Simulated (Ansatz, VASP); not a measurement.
# LiMg12 (a cell with a defect): VASP beside Ansatz

```
Mg Li
1.0
     6.42000    0.00000    0.00000
    -4.81500    8.33982    0.00000
     0.00000    0.00000    5.21304
Mg Li
12 1
Direct
  0.00195 0.00276 0.97167
  0.16813 0.22465 0.51647
  0.08568 0.37089 0.01813
  0.18693 0.58010 0.51528
  0.96658 0.63785 0.00593
  0.19158 0.90693 0.40746
  0.41071 0.93413 0.88117
  0.70140 0.25486 0.61275
  0.50857 0.31025 0.07236
  0.65570 0.55258 0.52244
  0.52596 0.67917 0.02244
  0.69551 0.87925 0.50009
  0.71714 0.11110 0.20144
```

Alike in both runs: functional PBEsol; k mesh 3 × 2 × 3; occupations gaussian, width 0.15 eV; no spin polarisation.

Ansatz relaxed the structure, and its values are those at the end. VASP's run is a single point on that final structure, the one shown.

|  | VASP | Ansatz |
| --- | --- | --- |
| version | VASP 6.6.1 | Ansatz 0.2.0 |
| potentials or method | VASP PAW PBE potentials, release 64 (Mg, Li_sv) | scalar-relativistic, plane waves, PAW |
| plane-wave cutoff (eV) | 520 | 420 |
| valence electrons in the cell | 27 | 123 |

```tsv
	VASP	Ansatz	Ansatz less VASP
rms of the force components (eV/Å)	0.003	0.003	+0.0001
```

With one functional, cell and mesh, what is left measures potentials, basis and numerics. The two sets of potentials don't hold the same shells in valence.

Caveats: the k mesh is coarse (spacing up to 0.40 Å⁻¹), so the values aren't converged; the PAW data sets were made with another functional, which shifts forces and pressure a little (VASP).
